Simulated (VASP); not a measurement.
OSZICAR of a VASP run on OSi62:

OSZICAR:
```
...
  55 F= -.33455656E+03 E0= -.33455656E+03  d E =-.227731E-01  mag=     2.0000
       N       E                     dE             d eps       ncg     rms          rms(c)
DAV:   1    -0.334558193847E+03   -0.16397E-02   -0.94124E-01   672   0.199E+00    0.398E-01
RMM:   2    -0.334562229185E+03   -0.40353E-02   -0.44311E-02   657   0.422E-01    0.145E-01
RMM:   3    -0.334562552244E+03   -0.32306E-03   -0.73463E-03   689   0.187E-01    0.831E-02
RMM:   4    -0.334562546814E+03    0.54297E-05   -0.12122E-03   708   0.802E-02    0.478E-02
RMM:   5    -0.334562565105E+03   -0.18291E-04   -0.21888E-04   651   0.346E-02    0.219E-02
RMM:   6    -0.334562570858E+03   -0.57525E-05   -0.57043E-05   513   0.165E-02
  56 F= -.33456257E+03 E0= -.33456257E+03  d E =-.287806E-01  mag=     2.0000
       N       E                     dE             d eps       ncg     rms          rms(c)
DAV:   1    -0.334577068997E+03   -0.14504E-01   -0.89152E-01   664   0.193E+00    0.369E-01
RMM:   2    -0.334581141733E+03   -0.40727E-02   -0.46235E-02   644   0.462E-01    0.181E-01
RMM:   3    -0.334581444186E+03   -0.30245E-03   -0.76073E-03   667   0.203E-01    0.103E-01
RMM:   4    -0.334581500777E+03   -0.56591E-04   -0.18399E-03   710   0.979E-02    0.590E-02
RMM:   5    -0.334581519963E+03   -0.19186E-04   -0.28235E-04   689   0.390E-02    0.339E-02
RMM:   6    -0.334581527621E+03   -0.76583E-05   -0.81508E-05   571   0.194E-02
  57 F= -.33458153E+03 E0= -.33458153E+03  d E =-.189568E-01  mag=     2.0000
       N       E                     dE             d eps       ncg     rms          rms(c)
DAV:   1    -0.334584616161E+03   -0.30962E-02   -0.59891E-01   672   0.158E+00    0.307E-01
RMM:   2    -0.334587335820E+03   -0.27197E-02   -0.30713E-02   644   0.377E-01    0.149E-01
RMM:   3    -0.334587535094E+03   -0.19927E-03   -0.50696E-03   665   0.166E-01    0.834E-02
RMM:   4    -0.334587581677E+03   -0.46583E-04   -0.12524E-03   713   0.806E-02    0.478E-02
RMM:   5    -0.334587593796E+03   -0.12119E-04   -0.18575E-04   666   0.322E-02    0.275E-02
RMM:   6    -0.334587599692E+03   -0.58960E-05   -0.54446E-05   508   0.160E-02
  58 F= -.33458760E+03 E0= -.33458760E+03  d E =-.250288E-01  mag=     2.0000
       N       E                     dE             d eps       ncg     rms          rms(c)
DAV:   1    -0.334594189210E+03   -0.65954E-02   -0.70701E-01   672   0.175E+00    0.310E-01
RMM:   2    -0.334597441950E+03   -0.32527E-02   -0.36032E-02   651   0.391E-01    0.147E-01
RMM:   3    -0.334597570731E+03   -0.12878E-03   -0.50142E-03   683   0.165E-01    0.853E-02
RMM:   4    -0.334597557873E+03    0.12858E-04   -0.11157E-03   702   0.769E-02    0.431E-02
RMM:   5    -0.334597565281E+03   -0.74083E-05   -0.19277E-04   673   0.310E-02    0.227E-02
RMM:   6    -0.334597572412E+03   -0.71308E-05   -0.45359E-05   494   0.150E-02
  59 F= -.33459757E+03 E0= -.33459757E+03  d E =-.997272E-02  mag=     2.0000
       N       E                     dE             d eps       ncg     rms          rms(c)
DAV:   1    -0.334597962294E+03   -0.39701E-03   -0.19302E-01   704   0.910E-01    0.162E-01
RMM:   2    -0.334598838686E+03   -0.87639E-03   -0.96384E-03   651   0.203E-01    0.756E-02
RMM:   3    -0.334598881266E+03   -0.42580E-04   -0.13688E-03   686   0.861E-02    0.440E-02
RMM:   4    -0.334598881199E+03    0.67685E-07   -0.29845E-04   694   0.398E-02    0.228E-02
RMM:   5    -0.334598883403E+03   -0.22046E-05   -0.48034E-05   502   0.160E-02
  60 F= -.33459888E+03 E0= -.33459888E+03  d E =-.112837E-01  mag=     2.0000
       N       E                     dE             d eps       ncg     rms          rms(c)
DAV:   1    -0.334602331496E+03   -0.34503E-02   -0.66528E-01   656   0.168E+00    0.235E-01
RMM:   2    -0.334604615183E+03   -0.22837E-02   -0.25049E-02   658   0.326E-01    0.101E-01
RMM:   3    -0.334604798535E+03   -0.18335E-03   -0.36042E-03   685   0.141E-01    0.647E-02
RMM:   4    -0.334604802071E+03   -0.35355E-05   -0.69608E-04   695   0.630E-02    0.340E-02
RMM:   5    -0.334604815189E+03   -0.13118E-04   -0.13183E-04   645   0.266E-02    0.170E-02
RMM:   6    -0.334604818487E+03   -0.32986E-05   -0.33836E-05   449   0.129E-02
  61 F= -.33460482E+03 E0= -.33460482E+03  d E =-.593508E-02  mag=     2.0000
       N       E                     dE             d eps       ncg     rms          rms(c)
DAV:   1    -0.334604756957E+03    0.58231E-04   -0.44253E-01   672   0.137E+00    0.191E-01
RMM:   2    -0.334606278728E+03   -0.15218E-02   -0.16592E-02   661   0.266E-01    0.822E-02
RMM:   3    -0.334606402098E+03   -0.12337E-03   -0.23851E-03   687   0.115E-01    0.526E-02
RMM:   4    -0.334606406606E+03   -0.45073E-05   -0.46057E-04   699   0.509E-02    0.283E-02
RMM:   5    -0.334606414796E+03   -0.81907E-05   -0.82179E-05   586   0.212E-02
  62 F= -.33460641E+03 E0= -.33460641E+03  d E =-.753139E-02  mag=     2.0000
       N       E                     dE             d eps       ncg     rms          rms(c)
DAV:   1    -0.334608142631E+03   -0.17360E-02   -0.59423E-01   656   0.156E+00    0.240E-01
RMM:   2    -0.334610506470E+03   -0.23638E-02   -0.25527E-02   647   0.315E-01    0.969E-02
RMM:   3    -0.334610657726E+03   -0.15126E-03   -0.34620E-03   689   0.133E-01    0.647E-02
RMM:   4    -0.334610649933E+03    0.77925E-05   -0.67654E-04   702   0.595E-02    0.345E-02
RMM:   5    -0.334610658638E+03   -0.87044E-05   -0.11526E-04   609   0.245E-02    0.188E-02
RMM:   6    -0.334610661994E+03   -0.33560E-05   -0.39158E-05   456   0.128E-02
  63 F= -.33461066E+03 E0= -.33461066E+03  d E =-.424720E-02  mag=     2.0000
       N       E                     dE             d eps       ncg     rms          rms(c)
DAV:   1    -0.334610636345E+03    0.22293E-04   -0.12733E-01   696   0.724E-01    0.110E-01
RMM:   2    -0.334611143397E+03   -0.50705E-03   -0.54084E-03   649   0.145E-01    0.442E-02
RMM:   3    -0.334611179676E+03   -0.36279E-04   -0.74882E-04   692   0.619E-02    0.296E-02
RMM:   4    -0.334611179342E+03    0.33365E-06   -0.13848E-04   644   0.272E-02    0.163E-02
RMM:   5    -0.334611181355E+03   -0.20123E-05   -0.24844E-05   427   0.115E-02
  64 F= -.33461118E+03 E0= -.33461118E+03  d E =-.476656E-02  mag=     2.0000
       N       E                     dE             d eps       ncg     rms          rms(c)
DAV:   1    -0.334610629534E+03    0.54981E-03   -0.83088E-01   656   0.180E+00    0.330E-01
RMM:   2    -0.334613922732E+03   -0.32932E-02   -0.35393E-02   682   0.344E-01    0.108E-01
RMM:   3    -0.334614108098E+03   -0.18537E-03   -0.47754E-03   711   0.143E-01    0.640E-02
RMM:   4    -0.334614091845E+03    0.16253E-04   -0.75777E-04   726   0.585E-02    0.387E-02
RMM:   5    -0.334614095635E+03   -0.37896E-05   -0.11058E-04   589   0.238E-02    0.167E-02
RMM:   6    -0.334614098918E+03   -0.32831E-05   -0.28874E-05   440   0.115E-02
  65 F= -.33461410E+03 E0= -.33461410E+03  d E =-.291756E-02  mag=     2.0000
       N       E                     dE             d eps       ncg     rms          rms(c)
DAV:   1    -0.334614046955E+03    0.48680E-04   -0.28195E-02   720   0.330E-01    0.610E-02
RMM:   2    -0.334614161055E+03   -0.11410E-03   -0.12195E-03   685   0.638E-02    0.197E-02
RMM:   3    -0.334614168165E+03   -0.71099E-05   -0.16644E-04   627   0.265E-02    0.117E-02
RMM:   4    -0.334614167848E+03    0.31709E-06   -0.26081E-05   414   0.108E-02
  66 F= -.33461417E+03 E0= -.33461416E+03  d E =-.298649E-02  mag=     2.0000
       N       E                     dE             d eps       ncg     rms          rms(c)
DAV:   1    -0.334613611584E+03    0.55658E-03   -0.57410E-01   656   0.151E+00    0.266E-01
RMM:   2    -0.334615946191E+03   -0.23346E-02   -0.24865E-02   675   0.302E-01    0.920E-02
RMM:   3    -0.334616113207E+03   -0.16702E-03   -0.35322E-03   708   0.128E-01    0.562E-02
RMM:   4    -0.334616102703E+03    0.10504E-04   -0.55030E-04   716   0.526E-02    0.339E-02
RMM:   5    -0.334616107774E+03   -0.50720E-05   -0.98027E-05   569   0.224E-02
  67 F= -.33461611E+03 E0= -.33461610E+03  d E =-.193993E-02  mag=     2.0000
       N       E                     dE             d eps       ncg     rms          rms(c)
DAV:   1    -0.334616102192E+03    0.51065E-06   -0.15196E-03   768   0.780E-02    0.140E-02
RMM:   2    -0.334616110078E+03   -0.78864E-05   -0.76431E-05   493   0.170E-02    0.699E-03
RMM:   3    -0.334616110872E+03   -0.79350E-06   -0.11115E-05   370   0.718E-03    0.498E-03
RMM:   4    -0.334616111107E+03   -0.23557E-06   -0.21890E-06   335   0.332E-03
  68 F= -.33461611E+03 E0= -.33461611E+03  d E =-.194326E-02  mag=     2.0000
       N       E                     dE             d eps       ncg     rms          rms(c)
DAV:   1    -0.334616705804E+03   -0.59493E-03   -0.14215E-01   640   0.771E-01    0.121E-01
RMM:   2    -0.334617385734E+03   -0.67993E-03   -0.73633E-03   642   0.173E-01    0.606E-02
RMM:   3    -0.334617430591E+03   -0.44857E-04   -0.10022E-03   670   0.715E-02    0.423E-02
RMM:   4    -0.334617422487E+03    0.81041E-05   -0.23484E-04   665   0.347E-02    0.220E-02
RMM:   5    -0.334617425394E+03   -0.29066E-05   -0.37669E-05   459   0.146E-02
  69 F= -.33461743E+03 E0= -.33461742E+03  d E =-.131429E-02  mag=     2.0000
       N       E                     dE             d eps       ncg     rms          rms(c)
DAV:   1    -0.334617421041E+03    0.14462E-05   -0.21648E-02   688   0.301E-01    0.469E-02
RMM:   2    -0.334617535092E+03   -0.11405E-03   -0.11741E-03   640   0.693E-02    0.260E-02
RMM:   3    -0.334617541768E+03   -0.66765E-05   -0.16251E-04   652   0.287E-02    0.185E-02
RMM:   4    -0.334617540428E+03    0.13409E-05   -0.42203E-05   449   0.145E-02
  70 F= -.33461754E+03 E0= -.33461753E+03  d E =-.142932E-02  mag=     2.0000
```

Problem. Which electronic solver shows in the log?

Solution. It is blocked Davidson (ALGO = Normal, or the opening steps of other solvers) and then RMM-DIIS (ALGO = Fast or VeryFast). The INCAR had ALGO = Fast.

Problem. How was spin treated?

Solution. Collinear spin (ISPIN = 2): the summary line carries one mag value, 2.00 μB in the cell.

Problem. Can the final energy be trusted as converged?

Solution. Convergence was not reached. It stopped with EDIFF = 1E-5, NELM = 100, NSW = 70 and EDIFFG = -0.03 after 70 ionic steps (PBE GGA, plane waves, VASP's PBE PAW potentials (set 64)). The run did not end as a converged relaxation.  The supercell is sampled at Γ alone, which is coarse: total energies, pressure and levels can be off, energies of defects by several tenths of an eV.

The cell is a supercell with a defect, built from Si (diamond): O_Si-vac_Si. The total moment is imposed (NUPDOWN), so this need not be the lowest spin state.
